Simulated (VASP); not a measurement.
Data:

```yaml
crystal:
  lattice:
    - [0.00000, 3.29608, 3.29608]
    - [3.29608, 0.00000, 3.29608]
    - [3.29608, 3.29608, 0.00000]
  atoms:
    - { symbol: Te, position: [0.00000, 0.00000, 0.00000] }
    - { symbol: Pb, position: [0.50000, 0.50000, 0.50000] }
```

Computed with PBE GGA, VASP's PBE PAW potentials (set 64) (plane waves; VASP). Run with 300 eV cut-off, 9×9×9 Γ-centred mesh, Gaussian smearing of 0.010 eV, potentials Te Pb_d.

Q: Predict the energy per atom (σ→0).

A: 
| Item | Value |
|---|---|
| energy per atom (σ→0) | -3.760 eV/atom |

Total energies compare only between runs with the same potentials, cut-off and functional.

The structure comes from a computed database's TePb entry; how it stands against other phases isn't given here. The cell was not relaxed at this level.
